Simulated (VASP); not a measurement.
Level of theory: MS2 meta-GGA, VASP's PBE PAW potentials (set 64) (plane waves; VASP).

The input files of a VASP run:

**POSCAR**
```
FePt
1.0
  2.7201240969   0.0000000000   0.0000000000
  0.0000000000   2.7201240969   0.0000000000
  0.0000000000   0.0000000000   3.7566777812
Fe Pt
1 1
direct
  0.0000000000   0.0000000000   0.0000000000
  0.5000000000   0.5000000000   0.5000000000
```

### KPOINTS
```
K-points
0
G
 13 13 10
0 0 0
```

**INCAR**
```
SYSTEM = FePt
PREC = Accurate; ENCUT = 520; LREAL = .FALSE.
LASPH = .TRUE.
EDIFF = 1E-7; NELM = 100; ALGO = Normal
LMAXMIX = 6; LMIXTAU = .TRUE.
ISMEAR = 1; SIGMA = 0.1
METAGGA = MS2
MAGMOM = 3.1 0.3
ISPIN = 2
IBRION = 2; NSW = 30; ISIF = 4
EDIFFG = -0.01
LWAVE = .FALSE.; LCHARG = .FALSE.; LORBIT = 10
```

POTCAR, in this order: Fe Pt (PBE.64 set). Program: vasp_std.

What VASP printed:

OSZICAR:
```
       N       E                     dE             d eps       ncg     rms          rms(c)
DAV:   1     0.998874847615E+02    0.99887E+02   -0.86127E+03 10416   0.130E+03
DAV:   2    -0.102851802117E+02   -0.11017E+03   -0.98567E+02 10346   0.260E+02
DAV:   3    -0.142243267648E+02   -0.39391E+01   -0.38011E+01 12706   0.591E+01
DAV:   4    -0.142642110907E+02   -0.39884E-01   -0.39828E-01 11412   0.520E+00
DAV:   5    -0.142650457261E+02   -0.83464E-03   -0.83461E-03 13354   0.839E-01    0.265E+01
DAV:   6    -0.236467922758E+02   -0.93817E+01   -0.11594E+02 11433   0.204E+02    0.591E+01
DAV:   7     0.226280562651E+00    0.23873E+02   -0.25166E+01 12635   0.115E+02    0.104E+01
DAV:   8    -0.387306959954E-01   -0.26501E+00   -0.17907E+00 11578   0.235E+01    0.343E+00
DAV:   9    -0.107808984202E+00   -0.69078E-01   -0.18567E-01 13655   0.704E+00    0.295E+00
DAV:  10    -0.778044411732E-01    0.30005E-01   -0.65838E-02 14153   0.589E+00    0.136E+00
DAV:  11    -0.717038455998E-01    0.61006E-02   -0.10563E-02 12869   0.202E+00    0.704E-01
DAV:  12    -0.686753041784E-01    0.30285E-02   -0.82948E-03 13577   0.217E+00    0.343E-01
DAV:  13    -0.697167456060E-01   -0.10414E-02   -0.11251E-03 14051   0.600E-01    0.179E-01
DAV:  14    -0.700702276149E-01   -0.35348E-03   -0.37505E-04 13519   0.431E-01    0.136E-01
DAV:  15    -0.702191663045E-01   -0.14894E-03   -0.19359E-04 14022   0.286E-01    0.600E-02
DAV:  16    -0.702834252029E-01   -0.64259E-04   -0.31541E-05 14222   0.831E-02    0.254E-02
DAV:  17    -0.702930804609E-01   -0.96553E-05   -0.77030E-06 14589   0.366E-02    0.853E-03
DAV:  18    -0.702961797683E-01   -0.30993E-05   -0.32578E-06 13681   0.314E-02    0.638E-03
DAV:  19    -0.702927876714E-01    0.33921E-05   -0.39904E-07 10260   0.104E-02    0.410E-03
DAV:  20    -0.702921042721E-01    0.68340E-06   -0.12949E-07  5964   0.773E-03    0.203E-03
DAV:  21    -0.702903936428E-01    0.17106E-05   -0.40854E-08  5516   0.483E-03    0.904E-04
DAV:  22    -0.702904359357E-01   -0.42293E-07   -0.29536E-08  5502   0.302E-03
   1 F= -.70290436E-01 E0= -.70140736E-01  d E =-.702904E-01  mag=     3.4159
       N       E                     dE             d eps       ncg     rms          rms(c)
DAV:   1    -0.705105172224E-01   -0.22012E-03   -0.10436E-02 11305   0.832E-01    0.895E-02
DAV:   2    -0.704407646892E-01    0.69753E-04   -0.56614E-04 13810   0.572E-01    0.117E-01
DAV:   3    -0.703664750665E-01    0.74290E-04   -0.29185E-04 12893   0.455E-01    0.457E-02
DAV:   4    -0.703396578319E-01    0.26817E-04   -0.54460E-05 14563   0.110E-01    0.196E-02
DAV:   5    -0.703523206523E-01   -0.12663E-04   -0.37244E-06 12874   0.324E-02    0.707E-03
DAV:   6    -0.703478164892E-01    0.45042E-05   -0.58870E-07 11844   0.107E-02    0.600E-03
DAV:   7    -0.703521725063E-01   -0.43560E-05   -0.64058E-07 12608   0.184E-02    0.198E-03
DAV:   8    -0.703517005277E-01    0.47198E-06   -0.68459E-08  5399   0.638E-03    0.771E-04
DAV:   9    -0.703516544745E-01    0.46053E-07   -0.18604E-08  5271   0.171E-03
   2 F= -.70351654E-01 E0= -.70196619E-01  d E =-.612185E-04  mag=     3.4139
       N       E                     dE             d eps       ncg     rms          rms(c)
DAV:   1    -0.704587092380E-01   -0.10701E-03   -0.61854E-03 11291   0.640E-01    0.692E-02
DAV:   2    -0.704164771896E-01    0.42232E-04   -0.33978E-04 13812   0.443E-01    0.919E-02
DAV:   3    -0.703714219683E-01    0.45055E-04   -0.17696E-04 12887   0.353E-01    0.349E-02
DAV:   4    -0.703549264554E-01    0.16496E-04   -0.31763E-05 14538   0.841E-02    0.154E-02
DAV:   5    -0.703647615853E-01   -0.98351E-05   -0.22047E-06 12872   0.251E-02    0.562E-03
DAV:   6    -0.703611841525E-01    0.35774E-05   -0.36442E-07 10988   0.839E-03    0.475E-03
DAV:   7    -0.703646172158E-01   -0.34331E-05   -0.38139E-07 11423   0.145E-02    0.153E-03
DAV:   8    -0.703642288343E-01    0.38838E-06   -0.51416E-08  5271   0.534E-03    0.614E-04
DAV:   9    -0.703642051485E-01    0.23686E-07   -0.14557E-08  5180   0.145E-03
   3 F= -.70364205E-01 E0= -.70206082E-01  d E =-.737692E-04  mag=     3.4122
```

**OUTCAR**
```
------------------------ aborting loop because EDIFF is reached ----------------------------------------
  FORCE on cell =-STRESS in cart. coord.  units (eV):
  Direction    XX          YY          ZZ          XY          YZ          ZX
  --------------------------------------------------------------------------------------
  Total       -1.0798907     -1.0798907     -1.0797619      0.0000000      0.0000000      0.0000000
  in kB      -62.2456521    -62.2456521    -62.2382240      0.0000000      0.0000000      0.0000000
  external PRESSURE =     -62.2431761 kB  Pullay stress =       0.0000000 kB
  volume of cell :       27.80
      direct lattice vectors                 reciprocal lattice vectors
     2.717231333  0.000000000  0.000000000     0.368021665  0.000000000 -0.000000000
     0.000000000  2.717231333  0.000000000     0.000000000  0.368021665 -0.000000000
     0.000000000  0.000000000  3.764680755     0.000000000 -0.000000000  0.265626773
 POSITION                                       TOTAL-FORCE (eV/Angst)
 -----------------------------------------------------------------------------------
      0.00000      0.00000      0.00000        -0.000000     -0.000000      0.000000
      1.35862      1.35862      1.88234         0.000000      0.000000      0.000000
 -----------------------------------------------------------------------------------
    total drift:                               -0.000000      0.000000      0.000000
  FREE ENERGIE OF THE ION-ELECTRON SYSTEM (eV)
  ---------------------------------------------------
  free  energy   TOTEN  =        -0.0703642051 eV

  energy  without entropy=       -0.0698898366  energy(sigma->0) =       -0.07020608

 total charge

# of ion       s       p       d       tot
------------------------------------------
    1        0.428   0.477   6.065   6.970
    2        0.676   0.671   8.057   9.404
--------------------------------------------------
tot          1.104   1.147  14.122  16.374

 magnetization (x)

# of ion       s       p       d       tot
------------------------------------------
    1        0.014  -0.005   3.101   3.110
    2       -0.028  -0.067   0.385   0.290
--------------------------------------------------
tot         -0.014  -0.072   3.486   3.400

 reached required accuracy - stopping structural energy minimisation
```
(Selected blocks of OUTCAR.)

### CONTCAR
```
FePt
   1.00000000000000
     2.7172313333728697    0.0000000000000000    0.0000000000000000
     0.0000000000000000    2.7172313333728697    0.0000000000000000
     0.0000000000000000    0.0000000000000000    3.7646807546188312
  Fe              Pt
     1     1
Direct
     0.0000000000000000    0.0000000000000000    0.0000000000000000
     0.5000000000000000    0.5000000000000000    0.5000000000000000
```

The compound is FePt in the L1_0 structure. This cell is one point of a volume scan, at 1.03 of the reference volume. Symmetry was kept, so distortions that lower it aren't found.
